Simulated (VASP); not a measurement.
OSZICAR of a VASP run on Ir (fcc):

File OSZICAR:
```
       N       E                     dE             d eps       ncg     rms          rms(c)
DAV:   1    -0.108510868493E+02   -0.10851E+02   -0.39868E+03  3296   0.845E+02
DAV:   2    -0.541695695490E+02   -0.43318E+02   -0.41579E+02  3120   0.192E+02
DAV:   3    -0.547105168696E+02   -0.54095E+00   -0.54054E+00  4536   0.286E+01
DAV:   4    -0.547140211365E+02   -0.35043E-02   -0.35013E-02  4008   0.163E+00
DAV:   5    -0.547140433966E+02   -0.22260E-04   -0.22065E-04  4616   0.808E-02    0.154E+01
DAV:   6    -0.519136082737E+02    0.28004E+01   -0.26813E+00  3560   0.203E+01    0.511E+00
DAV:   7    -0.522345604946E+02   -0.32095E+00   -0.26675E-01  3136   0.532E+00    0.344E+00
DAV:   8    -0.520672427109E+02    0.16732E+00   -0.34565E-01  3152   0.449E+00    0.121E+00
DAV:   9    -0.523596399263E+02   -0.29240E+00   -0.10433E-01  3136   0.239E+00    0.325E-01
DAV:  10    -0.523659804443E+02   -0.63405E-02   -0.46723E-03  3600   0.610E-01    0.912E-02
DAV:  11    -0.523630655480E+02    0.29149E-02   -0.20586E-03  3512   0.484E-01    0.138E-01
DAV:  12    -0.523664176881E+02   -0.33521E-02   -0.15491E-03  3432   0.331E-01    0.124E-02
DAV:  13    -0.523666590493E+02   -0.24136E-03   -0.31935E-04  4072   0.145E-01    0.181E-02
DAV:  14    -0.523666595158E+02   -0.46650E-06   -0.37990E-06  3872   0.194E-02    0.123E-02
DAV:  15    -0.523666597393E+02   -0.22351E-06   -0.16681E-06  3848   0.155E-02    0.605E-03
DAV:  16    -0.523666598886E+02   -0.14924E-06   -0.97360E-07  3272   0.930E-03    0.238E-03
DAV:  17    -0.523666594121E+02    0.47647E-06   -0.15666E-07  2800   0.419E-03    0.544E-04
DAV:  18    -0.523666597813E+02   -0.36918E-06   -0.85076E-08  1936   0.368E-03    0.589E-04
DAV:  19    -0.523666595932E+02    0.18803E-06   -0.13707E-08  1600   0.129E-03    0.176E-04
DAV:  20    -0.523666596534E+02   -0.60199E-07   -0.20140E-09  1576   0.656E-04
   1 F= -.52366660E+02 E0= -.52366660E+02  d E =0.000000E+00
       N       E                     dE             ncg
```

Question: Which electronic solver shows in the log?

Answer: It is blocked Davidson (ALGO = Normal, or the opening steps of other solvers). The INCAR had ALGO = Normal.

Question: Can the final energy be trusted as converged?

Answer: The run converged. It stopped with EDIFF = 1E-7, NELM = 100 (r2SCAN meta-GGA, plane waves, VASP's PBE PAW potentials (set 64)).

The compound is Ir in the fcc structure. It was relaxed first.
